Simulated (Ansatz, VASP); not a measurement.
# HfC: VASP beside Ansatz, part 2 of 2

One calculation is typed for both programs; each brings its own data sets. How far apart do they land? The cell is taken from a series of runs on this material, whose earlier steps may have relaxed, scaled, displaced or heated it; both programs get it as it stands.

VASP 6.6.1 and Ansatz 0.2.0.

So far: Starting point; Ansatz: zone-centre phonons, PBEsol.

**3. VASP: zone-centre phonons, PBEsol**

Level of this step: PBEsol; plane waves and PAW (C, Hf_pv) (VASP).

The same cell, functional, mesh and smearing now go to VASP, with its own data sets.

Lines of VASP's logs that name or quote its potential files are left out, and so is its time.

Contents of INCAR:

```
SYSTEM = HfC
PREC = Accurate
ENCUT = 600
EDIFF = 1E-08
NELM = 120
ISMEAR = 1
SIGMA = 0.2
LREAL = .FALSE.
ALGO = Normal
GGA = PS
NBANDS = 13
LASPH = .TRUE.
LORBIT = 11
LWAVE = .FALSE.
LCHARG = .FALSE.
ISIF = 2
IBRION = 8
GGA_COMPAT = .FALSE.
KPAR = 2
```

Contents of POSCAR:

```
HfC
1.0
    0.0000000000      2.2114368678      2.3403152638
    2.2114368678      0.0000000000      2.3403152638
    2.2114368678      2.2114368678      0.0000000000
C Hf
1 1
Direct
    0.0000000000      0.0000000000      0.0000000000
    0.5000000000      0.5000000000      0.5000000000
```

Contents of KPOINTS:

```
Automatic mesh
0
Gamma
16 16 16
0 0 0
```

PAW data sets: C and Hf_pv (PBE family, release 64).

Started as:

```sh
mpirun -np 2 vasp_std
```

Numbers of over 12 decimals in the logs are rounded to 6 here.

The log of the run:

```text
[banner, memory and clock lines left out]
running    2 mpi-ranks, on    1 nodes
 distrk:  each k-point on    1 cores,    2 groups
 distr:  one band on    1 cores,    1 groups

 POSCAR found type information on POSCAR C Hf
 POSCAR found :  2 types and       2 ions
|                                                                             |
|               ----> ADVICE to this user running VASP <----                  |
|                                                                             |
|     You enforced a specific xc type in the INCAR file but a different       |
|     [... a line on the potential file left out ...]
|     I HOPE YOU KNOW WHAT YOU ARE DOING!                                     |
|                                                                             |

 LDA part: xc-table for (Slater+PW92), standard interpolation
 POSCAR, INCAR and KPOINTS ok, starting setup
 FFT: planning ... GRIDC
 FFT: planning ... GRID_SOFT
 FFT: planning ... GRID
 WAVECAR not read
 entering main loop
       N       E                     dE             d eps       ncg     rms          rms(c)
DAV:   1     0.254287382242E+02    0.25429E+02   -0.86481E+03  9082   0.120E+03
DAV:   2    -0.232021664436E+02   -0.48631E+02   -0.45622E+02 11327   0.225E+02
DAV:   3    -0.248628866985E+02   -0.16607E+01   -0.16518E+01 11383   0.297E+01
DAV:   4    -0.248711313258E+02   -0.82446E-02   -0.82423E-02 10024   0.247E+00
DAV:   5    -0.248711832520E+02   -0.51926E-04   -0.51925E-04 11430   0.182E-01    0.696E+01
DAV:   6    -0.220768791718E+02    0.27943E+01   -0.11700E+01 10444   0.187E+01    0.478E+01
DAV:   7    -0.220390958877E+02    0.37783E-01   -0.47672E-01 10519   0.508E+00    0.236E+01
DAV:   8    -0.220296841747E+02    0.94117E-02   -0.29980E-02 11239   0.147E+00    0.375E+00
DAV:   9    -0.220270643705E+02    0.26198E-02   -0.13302E-02 10724   0.640E-01    0.170E+00
DAV:  10    -0.220267444170E+02    0.31995E-03   -0.11032E-03 10840   0.252E-01    0.521E-02
DAV:  11    -0.220267441589E+02    0.25814E-06   -0.53479E-05 10709   0.684E-02    0.432E-02
DAV:  12    -0.220267439643E+02    0.19461E-06   -0.97370E-07 11490   0.908E-03    0.314E-03
DAV:  13    -0.220267439095E+02    0.54822E-07   -0.11016E-07 10743   0.223E-03    0.133E-03
DAV:  14    -0.220267438917E+02    0.17755E-07   -0.56366E-09  6337   0.649E-04    0.112E-03
DAV:  15    -0.220267438883E+02    0.34556E-08   -0.36170E-10  5017   0.186E-04
   1 F= -.22026744E+02 E0= -.22026881E+02  d E =0.410944E-03
 Linear response reoptimize wavefunctions to high precision
DAV:   1    -0.220267438878E+02    0.49931E-09   -0.40238E-11  5852   0.547E-05
DAV:   2    -0.220267438878E+02    0.00000E+00   -0.51351E-12  4772   0.178E-05
 Linear response DOF=           4
 Linear response progress:
  Degree of freedom:   1/  4
       N       E                     dE             d eps       ncg     rms          rms(c)
RMM:   1    -0.126736851088E+00   -0.12674E+00    0.20906E-02 35491   0.202E+00
RMM:   2    -0.121057688056E+00    0.56792E-02   -0.40234E-03 25841   0.382E-01    0.586E-01
RMM:   3    -0.121412663234E+00   -0.35498E-03   -0.80214E-04 23595   0.165E-01    0.309E-01
RMM:   4    -0.122468009203E+00   -0.10553E-02   -0.46599E-04 24052   0.123E-01    0.469E-02
RMM:   5    -0.122466543753E+00    0.14654E-05   -0.13058E-05 26678   0.267E-02    0.132E-02
RMM:   6    -0.122467356447E+00   -0.81269E-06   -0.37003E-07 28492   0.424E-03    0.467E-03
RMM:   7    -0.122454644084E+00    0.12712E-04   -0.11438E-07 27290   0.243E-03    0.259E-03
RMM:   8    -0.122458174938E+00   -0.35309E-05   -0.10698E-08 29353   0.642E-04    0.356E-04
RMM:   9    -0.122457473085E+00    0.70185E-06   -0.66615E-09 29446   0.122E-04    0.160E-04
RMM:  10    -0.122457473300E+00   -0.21480E-09   -0.26616E-11 31248   0.253E-05    0.503E-05
 first order change of Fermi-energy  -0.13844E-02
 force on displaced ion       1 direction 1 : -13.704   0.000   0.000
 Linear response progress:
  Degree of freedom:   2/  4
       N       E                     dE             d eps       ncg     rms          rms(c)
RMM:   1    -0.119342846149E+00   -0.11934E+00    0.50461E-02 20181   0.184E+00
RMM:   2    -0.118441830163E+00    0.90102E-03   -0.23102E-03 14516   0.311E-01    0.297E-01
RMM:   3    -0.118783798739E+00   -0.34197E-03   -0.55819E-04 12977   0.138E-01    0.150E-01
RMM:   4    -0.119703978661E+00   -0.92018E-03   -0.39262E-04 13339   0.112E-01    0.298E-02
RMM:   5    -0.119714746907E+00   -0.10768E-04   -0.10163E-05 15298   0.223E-02    0.987E-03
RMM:   6    -0.119713181481E+00    0.15654E-05   -0.37328E-07 15958   0.392E-03    0.369E-03
RMM:   7    -0.119706077712E+00    0.71038E-05   -0.58038E-08 15543   0.164E-03    0.224E-03
RMM:   8    -0.119707035730E+00   -0.95802E-06   -0.57197E-09 16554   0.479E-04    0.573E-04
RMM:   9    -0.119707139667E+00   -0.10394E-06   -0.20810E-09 16746   0.908E-05    0.997E-05
RMM:  10    -0.119707160377E+00   -0.20710E-07    0.40079E-09 16973   0.190E-05    0.361E-05
RMM:  11    -0.119707178770E+00   -0.18393E-07   -0.21030E-09 16254   0.649E-06    0.877E-06
RMM:  12    -0.119707192104E+00   -0.13334E-07    0.93247E-11 13676   0.300E-06    0.415E-06
RMM:  13    -0.119707192732E+00   -0.62765E-09    0.31520E-10  8190   0.187E-06    0.206E-07
 first order change of Fermi-energy   0.31283E-02
 force on displaced ion       1 direction 3 :   0.000   0.000  -6.035
 Linear response progress:
  Degree of freedom:   3/  4
       N       E                     dE             d eps       ncg     rms          rms(c)
RMM:   1    -0.211749889707E+00   -0.21175E+00    0.40086E+00 17985   0.121E+01
RMM:   2    -0.205872972765E+00    0.58769E-02   -0.31144E-02 24982   0.128E+00    0.640E-01
RMM:   3    -0.205066757293E+00    0.80622E-03   -0.93451E-04 31030   0.158E-01    0.297E-01
RMM:   4    -0.204476234406E+00    0.59052E-03   -0.94750E-05 33109   0.630E-02    0.157E-01
RMM:   5    -0.204064169927E+00    0.41206E-03   -0.30961E-05 33719   0.399E-02    0.160E-02
RMM:   6    -0.204063926105E+00    0.24382E-06   -0.28594E-06 33036   0.118E-02    0.916E-03
RMM:   7    -0.204068135095E+00   -0.42090E-05   -0.13885E-06 36294   0.250E-03    0.808E-03
RMM:   8    -0.204068228358E+00   -0.93263E-07   -0.46908E-06 35786   0.628E-04    0.296E-03
RMM:   9    -0.204069188693E+00   -0.96033E-06   -0.37410E-06 36823   0.318E-04    0.108E-04
RMM:  10    -0.204069468739E+00   -0.28005E-06   -0.22988E-06 35852   0.101E-04    0.143E-05
RMM:  11    -0.204069535697E+00   -0.66957E-07   -0.11129E-06 38579   0.387E-05    0.210E-05
RMM:  12    -0.204069557007E+00   -0.21310E-07   -0.58606E-07 36053   0.186E-05    0.294E-05
RMM:  13    -0.204069567304E+00   -0.10298E-07   -0.29535E-07 32447   0.974E-06    0.170E-05
RMM:  14    -0.204069567760E+00   -0.45611E-09   -0.17304E-07 25686   0.600E-06    0.133E-05
RMM:  15    -0.204069572057E+00   -0.42963E-08   -0.89917E-08 24004   0.428E-06    0.480E-06
 first order change of Fermi-energy   0.14364E-02
 force on displaced ion       2 direction 1 : -13.703   0.000   0.000
 Linear response progress:
  Degree of freedom:   4/  4
       N       E                     dE             d eps       ncg     rms          rms(c)
RMM:   1    -0.216195538980E+00   -0.21620E+00    0.34961E+00 10462   0.115E+01
RMM:   2    -0.212173613569E+00    0.40219E-02   -0.29526E-02 14086   0.123E+00    0.408E-01
RMM:   3    -0.211617305244E+00    0.55631E-03   -0.78882E-04 17256   0.135E-01    0.145E-01
RMM:   4    -0.211217326275E+00    0.39998E-03   -0.51890E-05 18502   0.431E-02    0.999E-02
RMM:   5    -0.210808084965E+00    0.40924E-03   -0.18534E-05 18383   0.339E-02    0.890E-03
RMM:   6    -0.210800319506E+00    0.77655E-05   -0.34530E-07 19247   0.735E-03    0.351E-03
RMM:   7    -0.210809994651E+00   -0.96751E-05    0.10152E-06 19258   0.184E-03    0.367E-03
RMM:   8    -0.210810264541E+00   -0.26989E-06    0.71000E-07 19247   0.478E-04    0.778E-04
RMM:   9    -0.210810554827E+00   -0.29029E-06    0.15621E-08 20532   0.172E-04    0.180E-04
RMM:  10    -0.210810695239E+00   -0.14041E-06   -0.16020E-07 19961   0.579E-05    0.105E-05
RMM:  11    -0.210810725418E+00   -0.30180E-07   -0.35378E-08 21525   0.192E-05    0.316E-05
RMM:  12    -0.210810736546E+00   -0.11128E-07   -0.14344E-08 18462   0.775E-06    0.306E-06
RMM:  13    -0.210810734518E+00    0.20283E-08   -0.17010E-08 15221   0.448E-06    0.538E-06
 first order change of Fermi-energy  -0.28823E-02
 force on displaced ion       2 direction 3 :   0.000   0.000  -6.037
 Linear response finished
```

OUTCAR, selected parts (step 3):

```text
ion  position               nearest neighbor table
   1  0.000  0.000  0.000-   2 2.21   2 2.21   2 2.21   2 2.21   2 2.34   2 2.34
   2  0.500  0.500  0.500-   1 2.21   1 2.21   1 2.21   1 2.21   1 2.34   1 2.34

  LATTYP: Found a body centered tetragonal cell.
 ALAT       =     3.1274440108
 C/A-ratio  =     1.4966312783

 Subroutine GETGRP returns: Found 16 space group operations
 (whereof 16 operations were pure point group operations)

The static configuration has the point symmetry D_4h.

 Found    349 irreducible k-points:

   k-points           NKPTS =    349   k-points in BZ     NKDIM =    349   number of bands    NBANDS=     13

   dimension x,y,z NGX =    28 NGY =   28 NGZ =   28
   dimension x,y,z NGXF=    56 NGYF=   56 NGZF=   56

   ENCUT  =  600.0 eV  44.10 Ry    6.64 a.u.   6.43  6.43  6.25*2*pi/ulx,y,z

   NELECT =      14.0000    total number of electrons

 k-points in reciprocal lattice and weights: Automatic mesh
   0.00000000  0.00000000  0.00000000       0.000
   0.06250000 -0.00000000  0.00000000       0.002
   0.12500000 -0.00000000  0.00000000       0.002
   0.18750000 -0.00000000  0.00000000       0.002
   0.25000000 -0.00000000  0.00000000       0.002
   0.31250000 -0.00000000  0.00000000       0.002
   0.37500000 -0.00000000  0.00000000       0.002
   0.43750000 -0.00000000  0.00000000       0.002
   0.50000000 -0.00000000  0.00000000       0.001
[...]
-0.31250000  0.18750000  0.50000000       0.001
  -0.25000000  0.25000000  0.50000000       0.000

 average (electrostatic) potential at core
       1 -47.0731       2 -33.9952

  Total        4.3894781      4.3894781     -0.0519693      0.0000000      0.0000000     -0.0000000
  in kB      307.2345275    307.2345275     -3.6375061      0.0000000      0.0000000     -0.0000000
  external PRESSURE =     203.6105163 kB  Pullay stress =       0.0000000 kB

  energy-cutoff  :      600.00
  volume of cell :       22.89
      direct lattice vectors                 reciprocal lattice vectors
     0.000000000  2.211436868  2.340315264    -0.226097343  0.226097343  0.213646429
     2.211436868  0.000000000  2.340315264     0.226097343 -0.226097343  0.213646429
     2.211436868  2.211436868  0.000000000     0.226097343  0.226097343 -0.213646429

 POSITION                                       TOTAL-FORCE (eV/Angst)
 -----------------------------------------------------------------------------------
      0.00000      0.00000      0.00000        -0.000000      0.000000      0.000000
      2.21144      2.21144      2.34032         0.000000     -0.000000     -0.000000
 -----------------------------------------------------------------------------------
    total drift:                                0.000000      0.000000      0.000000

 Eigenvectors and eigenvalues of the dynamical matrix
 ----------------------------------------------------

   1 f  =   17.251606 THz   108.395037 2PiTHz  575.451634 cm-1    71.346877 meV
             X         Y         Z           dx          dy          dz
      0.000000  0.000000  0.000000    -0.967966    0.000000    0.000000
      2.211437  2.211437  2.340315     0.251082    0.000000    0.000000

   2 f  =   17.251606 THz   108.395037 2PiTHz  575.451634 cm-1    71.346877 meV
             X         Y         Z           dx          dy          dz
      0.000000  0.000000  0.000000     0.000000    0.967966    0.000000
      2.211437  2.211437  2.340315     0.000000   -0.251082    0.000000

   3 f  =   11.448898 THz    71.935549 2PiTHz  381.894139 cm-1    47.348817 meV
             X         Y         Z           dx          dy          dz
      0.000000  0.000000  0.000000     0.000000   -0.000000    0.967952
      2.211437  2.211437  2.340315     0.000000   -0.000000   -0.251134

   4 f/i=    0.000260 THz     0.001632 2PiTHz    0.008661 cm-1     0.001074 meV
             X         Y         Z           dx          dy          dz
      0.000000  0.000000  0.000000     0.251082    0.000000    0.000000
      2.211437  2.211437  2.340315     0.967966    0.000000    0.000000

   5 f/i=    0.000260 THz     0.001632 2PiTHz    0.008661 cm-1     0.001074 meV
             X         Y         Z           dx          dy          dz
      0.000000  0.000000  0.000000     0.000000    0.251082   -0.000000
      2.211437  2.211437  2.340315     0.000000    0.967966   -0.000000

   6 f/i=    0.000439 THz     0.002756 2PiTHz    0.014630 cm-1     0.001814 meV
             X         Y         Z           dx          dy          dz
      0.000000  0.000000  0.000000     0.000000    0.000000    0.251134
      2.211437  2.211437  2.340315     0.000000    0.000000    0.967952

 ELASTIC MODULI CONTR FROM IONIC RELAXATION (kBar)
 Direction    XX          YY          ZZ          XY          YZ          ZX
 --------------------------------------------------------------------------------
 XX           0.0000      0.0000      0.0000      0.0000      0.0000      0.0000
 YY           0.0000      0.0000      0.0000      0.0000      0.0000      0.0000
 ZZ           0.0000      0.0000      0.0000      0.0000      0.0000      0.0000
 XY           0.0000      0.0000      0.0000      0.0000      0.0000      0.0000
 YZ           0.0000      0.0000      0.0000      0.0000      0.0000      0.0000
 ZX           0.0000      0.0000      0.0000      0.0000      0.0000      0.0000
 --------------------------------------------------------------------------------
```

**4. Comparison**

Known differences besides the potentials themselves: the data sets hold 30 valence electrons in Ansatz (on its PAW soft_1 files) and 14 in VASP; the cutoff is 420 eV in Ansatz and 600 eV in VASP; Ansatz makes its cores anew for this functional, VASP keeps those of its PBE data sets. Total energies have different zeros and are not compared.

The two programs side by side:

| quantity | Ansatz | VASP | difference |
| --- | --- | --- | --- |
| optical mode 1 (cm⁻¹) | 389.9 | 381.9 | +2.11 % |
| optical mode 2 to 3 (cm⁻¹) | 574.8 | 575.5 | -0.11 % |

Modes are paired by rising frequency, not by their patterns, so a pair may set unlike modes beside each other; they are those without the splitting of longitudinal modes.

**5. Outcome**

- r.m.s. difference of the optical zone-centre modes, each program's sorted by frequency (zone-centre phonons, PBEsol): 4.7 cm⁻¹
- difference in optical mode 1 (zone-centre phonons, PBEsol): +2.1 %

**Reading.** The r.m.s. difference of the optical zone-centre modes, each program's sorted by frequency is 4.7 cm⁻¹ (zone-centre phonons, PBEsol). The data sets hold unlike numbers of valence electrons (30 in Ansatz and 14 in VASP), so part of the differences comes from the potentials. Among the rows given in per cent, the largest difference of the zone-centre phonons, PBEsol pair is in optical mode 1, +2.1 %. How closely two codes agree says nothing of how well the functional describes the real material.

[Lines on the potential files, build, host, timing and source positions are cut from VASP's logs without a mark.]

[Logs are printed without paths, hosts, clocks, repeated set-up lines and the standing remarks that a program may print on its own settings, such as how far it seeks lower states.]

[Hosts, paths, dates, database ids (printed as entryN), source tags and the programs' standing remarks are cut or masked in the printed files.]
